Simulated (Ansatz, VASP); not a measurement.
# Cross-check of SnSe2 between VASP and Ansatz, part 2 of 2

One calculation is typed for both programs; each brings its own data sets. How far apart do they land? The cell is taken from a series of runs on this material, whose earlier steps may have relaxed, scaled, displaced or heated it; both programs get it as it stands.

VASP 6.6.1 and Ansatz 0.2.0.

So far: Set-up; Ansatz: G0W0 gap, PBEsol.

**3. VASP: G0W0 gap, PBEsol**

Level of this step: G0W0 on PBEsol; plane waves and PAW (Sn_d_GW, Se_GW) (VASP).

The same cell, functional and mesh now go to VASP, with its own data sets.

Lines of VASP's logs that name or quote its potential files are left out, and so is its time.

The run reads the wave functions of an earlier VASP run, which isn't shown here.

Input file INCAR:

```
SYSTEM = SnSe2
PREC = Accurate
ENCUT = 300
ISMEAR = 0
SIGMA = 0.01
LREAL = .FALSE.
GGA = PS
NBANDS = 320
ALGO = EVGW0
NELMGW = 1
ENCUTGW = 150
NOMEGA = 64
PRECFOCK = Fast
NBANDSGW = 32
LWAVE = .FALSE.
LCHARG = .FALSE.
```

Input file POSCAR:

```
SnSe2
1.0
    3.7941106370      0.0000000000      0.0000000000
   -1.8970553185      3.2857961964      0.0000000000
    0.0000000000      0.0000000000      5.7595302157
Sn Se
1 2
Direct
    0.0000000000      0.0000000000      0.5000000000
    0.3333333333      0.6666666667      0.7747363462
    0.6666666667      0.3333333333      0.2252636538
```

Input file KPOINTS:

```
Automatic mesh
0
Gamma
6 6 4
0 0 0
```

Potentials, in the order of the species: Sn_d_GW and Se_GW (PBE family, release 64).

Started as:

```
$ mpirun -np 16 vasp_std
```

Numbers of over 12 decimals in the logs are rounded to 6 here.

Output:

```text
[banner, memory and clock lines left out]
running   16 mpi-ranks, on    1 nodes
 distrk:  each k-point on   16 cores,    1 groups
 distr:  one band on    1 cores,   16 groups

 POSCAR found type information on POSCAR SnSe
 POSCAR found :  2 types and       3 ions
|                                                                             |
|           W    W    AA    RRRRR   N    N  II  N    N   GGGG   !!!           |
|           W    W   A  A   R    R  NN   N  II  NN   N  G    G  !!!           |
|           W    W  A    A  R    R  N N  N  II  N N  N  G       !!!           |
|           W WW W  AAAAAA  RRRRR   N  N N  II  N  N N  G  GGG   !            |
|           WW  WW  A    A  R   R   N   NN  II  N   NN  G    G                |
|           W    W  A    A  R    R  N    N  II  N    N   GGGG   !!!           |
|                                                                             |
|     For optimal performance we recommend to set                             |
|       NCORE = 2 up to number-of-cores-per-socket                            |
|     NCORE specifies how many cores store one orbital (NPAR=cpu/NCORE).      |
|     This setting can greatly improve the performance of VASP for DFT.       |
|     The default, NCORE=1 might be grossly inefficient on modern             |
|     multi-core architectures or massively parallel machines. Do your        |
|     Unfortunately you need to use the default for GW and RPA                |
|     calculations (for HF NCORE is supported but not extensively tested      |
|     yet).                                                                   |
|                                                                             |

|                                                                             |
|               ----> ADVICE to this user running VASP <----                  |
|                                                                             |
|     You enforced a specific xc type in the INCAR file but a different       |
|     [... a line on the potential file left out ...]
|     I HOPE YOU KNOW WHAT YOU ARE DOING!                                     |
|                                                                             |

|                                                                             |
|           W    W    AA    RRRRR   N    N  II  N    N   GGGG   !!!           |
|           W    W   A  A   R    R  NN   N  II  NN   N  G    G  !!!           |
|           W    W  A    A  R    R  N N  N  II  N N  N  G       !!!           |
|           W WW W  AAAAAA  RRRRR   N  N N  II  N  N N  G  GGG   !            |
|           WW  WW  A    A  R   R   N   NN  II  N   NN  G    G                |
|           W    W  A    A  R    R  N    N  II  N    N   GGGG   !!!           |
|                                                                             |
|     The default for ENCUTGWSOFT is different in this version of VASP.       |
|     please manually set ENCUTGWSOFT =150 in the INCAR file.                 |
|                                                                             |

 LDA part: xc-table for (Slater+PW92), standard interpolation
 found WAVECAR, reading the header
 POSCAR, INCAR and KPOINTS ok, starting setup
 FFT: planning ... GRIDC
 FFT: planning ... GRID_SOFT
 FFT: planning ... GRID
 reading WAVECAR
 the WAVECAR file was read successfully
 initial charge from wavefunction
 available memory per node:     62.43 GB, setting MAXMEM to     63924

 The Fermi energy was updated, please check that it is located mid-gap
 values below the HOMO (VB) or above the LUMO (CB) will cause erroneous energies
 E-fermi :   4.4523

 calculate exact exchange contribution
 the WAVEDER file was read successfully
|                                                                             |
|           W    W    AA    RRRRR   N    N  II  N    N   GGGG   !!!           |
|           W    W   A  A   R    R  NN   N  II  NN   N  G    G  !!!           |
|           W    W  A    A  R    R  N N  N  II  N N  N  G       !!!           |
|           W WW W  AAAAAA  RRRRR   N  N N  II  N  N N  G  GGG   !            |
|           WW  WW  A    A  R   R   N   NN  II  N   NN  G    G                |
|           W    W  A    A  R    R  N    N  II  N    N   GGGG   !!!           |
|                                                                             |
|     Automatic setting of frequency mesh for GW failed. Frequency mesh       |
|     properly not suitable for determining QP energies. Consider             |
|     increasing number of kpoints.                                           |
|                                                                             |

energies w=
    0.000    0.000    0.243    0.000    0.485    0.000    0.726    0.000
    0.966    0.000    1.203    0.000    1.438    0.000    1.670    0.000
    1.899    0.000    2.125    0.000    2.348    0.000    2.568    0.000
    2.784    0.000    2.998    0.000    3.209    0.000    3.417    0.000
    3.624    0.000    3.828    0.000    4.032    0.000    4.234    0.000
    4.435    0.000    4.637    0.000    4.838    0.000    5.041    0.000
    5.245    0.000    5.450    0.000    5.658    0.000    5.870    0.000
    6.085    0.000    6.305    0.000    6.529    0.000    6.761    0.000
    6.999    0.000    7.246    0.000    7.503    0.000    7.771    0.000
    8.050    0.000    8.345    0.000    8.656    0.000    8.985    0.000
    9.336    0.000    9.712    0.000   10.117    0.000   10.555    0.000
   11.031    0.000   11.553    0.000   12.129    0.000   12.768    0.000
   13.484    0.000   14.292    0.000   15.213    0.000   16.273    0.000
   17.509    0.000   18.970    0.000   20.724    0.000   22.867    0.000
   25.548    0.000   28.995    0.000   33.586    0.000   39.996    0.000
   49.556    0.000   65.308    0.000   96.056    0.000  182.325    0.000
 responsefunction array rank=     320
 LDA part: xc-table for (Slater+PW92), standard interpolation

 min. memory requirement per mpi rank    354.6 MB, per node   5673.0 MB

 allocating   4 responsefunctions rank=   320
 shmem allocating  64 responsefunctions rank=   320
 response function shared by NCSHMEM nodes    1
 Doing            4  frequencies on each core in blocks of           64
NQ=   1    0.0000    0.0000    0.0000,
|.........|.........|.........|.........|.........|.........|.........|.........
 performed       1640000 updates of chi_q(r,r)
 total number of BLAS operations       1173.60 Gflops
NQ=   2    0.1667    0.0000    0.0000,
|.........|.........|.........|.........|.........|.........|.........|.........
 performed       5124000 updates of chi_q(r,r)
 total number of BLAS operations       3566.48 Gflops
NQ=   3    0.3333    0.0000    0.0000,
|.........|.........|.........|.........|.........|.........|.........|.........
 performed       8608000 updates of chi_q(r,r)
 total number of BLAS operations       6041.71 Gflops
NQ=   4    0.5000    0.0000    0.0000,
|.........|.........|.........|.........|.........|.........|.........|.........
 performed      11006000 updates of chi_q(r,r)
 total number of BLAS operations       7885.82 Gflops
NQ=   5    0.1667    0.1667    0.0000,
|.........|.........|.........|.........|.........|.........|.........|.........
 performed      14490000 updates of chi_q(r,r)
 total number of BLAS operations      10327.95 Gflops
NQ=   6    0.3333    0.1667    0.0000,
|.........|.........|.........|.........|.........|.........|.........|.........
 performed      18588000 updates of chi_q(r,r)
 total number of BLAS operations      13358.10 Gflops
NQ=   7    0.3333    0.3333    0.0000,
|.........|.........|.........|.........|.........|.........|.........|.........
 performed      20638000 updates of chi_q(r,r)
 total number of BLAS operations      15016.96 Gflops
NQ=   8    0.0000    0.0000    0.2500,
|.........|.........|.........|.........|.........|.........|.........|.........
 performed      22688000 updates of chi_q(r,r)
 total number of BLAS operations      16552.99 Gflops
NQ=   9    0.1667    0.0000    0.2500,
|.........|.........|.........|.........|.........|.........|.........|.........
 performed      26172000 updates of chi_q(r,r)
 total number of BLAS operations      19011.64 Gflops
NQ=  10    0.0000    0.1667    0.2500,
|.........|.........|.........|.........|.........|.........|.........|.........
 performed      29615000 updates of chi_q(r,r)
 total number of BLAS operations      21441.39 Gflops
NQ=  11    0.3333    0.0000    0.2500,
|.........|.........|.........|.........|.........|.........|.........|.........
 performed      33099000 updates of chi_q(r,r)
 total number of BLAS operations      23916.62 Gflops
NQ=  12    0.0000    0.3333    0.2500,
|.........|.........|.........|.........|.........|.........|.........|.........
 performed      36542000 updates of chi_q(r,r)
 total number of BLAS operations      26362.76 Gflops
NQ=  13    0.5000    0.0000    0.2500,
|.........|.........|.........|.........|.........|.........|.........|.........
 performed      40026000 updates of chi_q(r,r)
 total number of BLAS operations      28871.33 Gflops
NQ=  14    0.1667    0.1667    0.2500,
|.........|.........|.........|.........|.........|.........|.........|.........
 performed      44124000 updates of chi_q(r,r)
 total number of BLAS operations      31763.55 Gflops
NQ=  15    0.3333    0.1667    0.2500,
|.........|.........|.........|.........|.........|.........|.........|.........
 performed      48222000 updates of chi_q(r,r)
 total number of BLAS operations      34734.20 Gflops
NQ=  16   -0.1667    0.5000    0.2500,
|.........|.........|.........|.........|.........|.........|.........|.........
 performed      52320000 updates of chi_q(r,r)
 total number of BLAS operations      37704.84 Gflops
NQ=  17    0.3333    0.3333    0.2500,
|.........|.........|.........|.........|.........|.........|.........|.........
 performed      54616000 updates of chi_q(r,r)
 total number of BLAS operations      39325.27 Gflops
NQ=  18    0.0000    0.0000    0.5000,
|.........|.........|.........|.........|.........|.........|.........|.........
 performed      56256000 updates of chi_q(r,r)
 total number of BLAS operations      40414.11 Gflops
NQ=  19    0.1667    0.0000    0.5000,
|.........|.........|.........|.........|.........|.........|.........|.........
 performed      59740000 updates of chi_q(r,r)
 total number of BLAS operations      42956.24 Gflops
NQ=  20    0.3333    0.0000    0.5000,
|.........|.........|.........|.........|.........|.........|.........|.........
 performed      63224000 updates of chi_q(r,r)
 total number of BLAS operations      45431.48 Gflops
NQ=  21    0.5000    0.0000    0.5000,
|.........|.........|.........|.........|.........|.........|.........|.........
 performed      65622000 updates of chi_q(r,r)
 total number of BLAS operations      47158.53 Gflops
NQ=  22    0.1667    0.1667    0.5000,
|.........|.........|.........|.........|.........|.........|.........|.........
 performed      69106000 updates of chi_q(r,r)
 total number of BLAS operations      49700.66 Gflops
NQ=  23    0.3333    0.1667    0.5000,
|.........|.........|.........|.........|.........|.........|.........|.........
 performed      73204000 updates of chi_q(r,r)
 total number of BLAS operations      52651.60 Gflops
NQ=  24    0.3333    0.3333    0.5000,
|.........|.........|.........|.........|.........|.........|.........|.........
 performed      75254000 updates of chi_q(r,r)
 total number of BLAS operations      54127.98 Gflops
 resolving degeneracies of screened two electron integrals

 calculate QP shifts <psi_nk| G(iteration)W_0 |psi_nk>: iteration 1
 entering main loop
```

From OUTCAR (step 3):

```text
ion  position               nearest neighbor table
   1  0.000  0.000  0.500-   2 2.70   3 2.70   2 2.70   3 2.70   3 2.70   2 2.70
   2  0.333  0.667  0.775-   1 2.70   1 2.70   1 2.70
   3  0.667  0.333  0.225-   1 2.70   1 2.70   1 2.70

  LATTYP: Found a hexagonal cell.
 ALAT       =     3.7941106370
 C/A-ratio  =     1.5180185205

 Subroutine GETGRP returns: Found 12 space group operations
 (whereof 12 operations were pure point group operations)

The static configuration has the point symmetry D_3d.

 Found     24 irreducible k-points:

   k-points           NKPTS =     24   k-points in BZ     NKDIM =    144   number of bands    NBANDS=    320

   dimension x,y,z NGX =    24 NGY =   24 NGZ =   36
   dimension x,y,z NGXF=    48 NGYF=   48 NGZF=   72

   ENCUT  =  300.0 eV  22.05 Ry    4.70 a.u.   5.36  5.36  8.13*2*pi/ulx,y,z

   NELECT =      26.0000    total number of electrons

  energy-cutoff  :      300.00
  volume of cell :       71.80
      direct lattice vectors                 reciprocal lattice vectors
     3.794110637  0.000000000  0.000000000     0.263566378  0.152170120  0.000000000
    -1.897055319  3.285796196  0.000000000     0.000000000  0.304340239  0.000000000
     0.000000000  0.000000000  5.759530216     0.000000000  0.000000000  0.173625272

 k-points in reciprocal lattice and weights: Automatic mesh
   0.00000000  0.00000000  0.00000000       0.007
   0.16666667  0.00000000  0.00000000       0.042
   0.33333333  0.00000000  0.00000000       0.042
   0.50000000  0.00000000  0.00000000       0.021
   0.16666667  0.16666667  0.00000000       0.042
   0.33333333  0.16666667  0.00000000       0.083
   0.33333333  0.33333333  0.00000000       0.014
   0.00000000  0.00000000  0.25000000       0.014
   0.16666667  0.00000000  0.25000000       0.042
[...]
0.33333333  0.16666667  0.50000000       0.083
   0.33333333  0.33333333  0.50000000       0.014

 E-fermi :   4.4523

 QP shifts <psi_nk| G(iteration)W_0 |psi_nk>: iteration 1
 for sc-GW calculations column KS-energies equals QP-energies in previous step
 and V_xc(KS)=  KS-energies - (<T + V_ion + V_H > + <T+V_H+V_ion>^1  + <V_x>^1)
 k-point   1 :       0.0000    0.0000    0.0000
  band No.  KS-energies  QP-energies   sigma(KS)   V_xc(KS)     V^pw_x(r,r')   Z            occupation Imag(sigma)
    ...
     10       3.4100       2.9492     -12.9396     -12.3084     -14.3626       0.7300       2.0000       0.0474
     11       3.4845       3.0660     -12.8523     -12.2721     -14.2943       0.7211       2.0000       0.0590
     12       3.4845       3.0660     -12.8523     -12.2721     -14.2943       0.7211       2.0000       0.0590
     13       4.2241       3.8197     -13.0818     -12.5306     -14.2406       0.7338       2.0000       0.0408
     14       4.8910       5.0866     -11.6720     -11.9269      -8.4098       0.7671       0.0000      -0.0687
     15       7.0181       7.1649     -10.1507     -10.3406      -6.0637       0.7729       0.0000      -0.1025
     16       8.6996       8.9029     -10.9964     -11.2659      -6.2875       0.7542       0.0000      -0.1595
     17       8.6996       8.9029     -10.9964     -11.2659      -6.2875       0.7542       0.0000      -0.1595
    ...

 k-point   2 :       0.1667    0.0000    0.0000
  band No.  KS-energies  QP-energies   sigma(KS)   V_xc(KS)     V^pw_x(r,r')   Z            occupation Imag(sigma)
    ...
     10       2.2864       1.8784     -12.3172     -11.7544     -14.0057       0.7248       2.0000       0.0980
     11       2.4337       1.9801     -12.5464     -11.9165     -14.3454       0.7201       2.0000       0.0861
     12       3.9665       3.5352     -13.0927     -12.5016     -14.3393       0.7296       2.0000       0.0464
     13       4.2705       3.8513     -13.0555     -12.4833     -14.2082       0.7326       2.0000       0.0443
     14       6.2960       6.4370     -12.2498     -12.4393      -8.6130       0.7442       0.0000      -0.0871
     15       7.6732       7.8586     -10.3744     -10.6148      -6.0908       0.7713       0.0000      -0.1164
     16       8.6139       8.8204     -10.8887     -11.1613      -6.4191       0.7574       0.0000      -0.1400
     17       8.9733       9.1794     -11.0569     -11.3319      -6.2891       0.7491       0.0000      -0.1655
    ...

 k-point   3 :       0.3333    0.0000    0.0000
  band No.  KS-energies  QP-energies   sigma(KS)   V_xc(KS)     V^pw_x(r,r')   Z            occupation Imag(sigma)
    ...
     10       0.7834       0.2953     -11.9325     -11.2642     -14.4526       0.7304       2.0000       0.2347
     11       1.5763       1.1093     -12.3243     -11.6770     -14.4569       0.7213       2.0000       0.1403
     12       3.1824       2.7781     -12.2693     -11.7120     -13.6147       0.7255       2.0000       0.0642
     13       3.9316       3.4944     -13.0422     -12.4429     -14.2843       0.7294       2.0000       0.0481
     14       5.6974       5.7609     -11.7115     -11.7963      -8.2397       0.7491       0.0000      -0.0750
     15       7.7568       7.9482     -10.3914     -10.6398      -6.1157       0.7708       0.0000      -0.1168
     16       9.0024       9.1824     -10.8429     -11.0826      -6.1705       0.7508       0.0000      -0.1619
     17       9.2869       9.3229      -9.1994      -9.2463      -4.7320       0.7679       0.0000      -0.1226
    ...

 k-point   4 :       0.5000    0.0000    0.0000
  band No.  KS-energies  QP-energies   sigma(KS)   V_xc(KS)     V^pw_x(r,r')   Z            occupation Imag(sigma)
    ...
     10       0.5378       0.0413     -11.8549     -11.1697     -14.5880       0.7247       2.0000       0.2702
     11       1.2564       0.7802     -12.2566     -11.6000     -14.5090       0.7252       2.0000       0.1661
     12       2.0933       1.6877     -11.6895     -11.1290     -13.4544       0.7238       2.0000       0.1297
     13       3.8507       3.4099     -13.0010     -12.3957     -14.2607       0.7282       2.0000       0.0496
     14       5.4435       5.4761     -11.7223     -11.7658      -8.3843       0.7500       0.0000      -0.0696
     15       7.5555       7.7294     -10.2195     -10.4442      -5.9937       0.7742       0.0000      -0.1152
     16       8.8036       8.8207      -9.1584      -9.1805      -4.8196       0.7723       0.0000      -0.1165
     17       8.8677       9.0333     -10.6942     -10.9138      -6.1036       0.7540       0.0000      -0.1564
    ...

[... 4 further parts left out ...]
```

**4. Comparison**

Known differences besides the potentials themselves: fixed occupations in Ansatz, narrow Gaussian smearing in VASP; the data sets hold 46 valence electrons in Ansatz (on its PAW soft_1 files) and 26 in VASP; the cutoff is 420 eV in Ansatz and 300 eV in VASP; Ansatz makes its cores anew for this functional, VASP keeps those of its PBE data sets; VASP leaves aspherical gradient terms in its spheres out (LASPH is not set), Ansatz keeps them; Ansatz integrates over frequency by contour deformation, VASP on a grid of NOMEGA points; Ansatz's G0W0 levels solve the quasiparticle equation, VASP's are linearised. Total energies have different zeros and are not compared.

Compared:

| quantity | Ansatz | VASP | difference |
| --- | --- | --- | --- |
| G0W0 gap on the mesh (eV) | 0.83 | 0.83 | 0.00 |
| Kohn-Sham gap under it (eV) | 0.37 | 0.36 | +0.01 |

VASP's log warns that its frequency grid doesn't suit quasiparticle energies on this mesh.

**5. What came out**

```json
{
  "difference in G0W0 gap on the mesh (G0W0 gap, PBEsol)": "0.0019 eV"
}
```

In words: The difference in G0W0 gap on the mesh is 0.0019 eV (G0W0 gap, PBEsol). The data sets hold unlike numbers of valence electrons (46 in Ansatz and 26 in VASP), so part of the differences comes from the potentials. How closely two codes agree says nothing of how well the functional describes the real material.

[Lines on the potential files, build, host, timing and source positions are cut from VASP's logs without a mark.]

[Logs are printed without paths, hosts, clocks, repeated set-up lines and the standing remarks that a program may print on its own settings, such as how far it seeks lower states.]

[Hosts, paths, dates, database ids (printed as entryN), source tags and the programs' standing remarks are cut or masked in the printed files.]
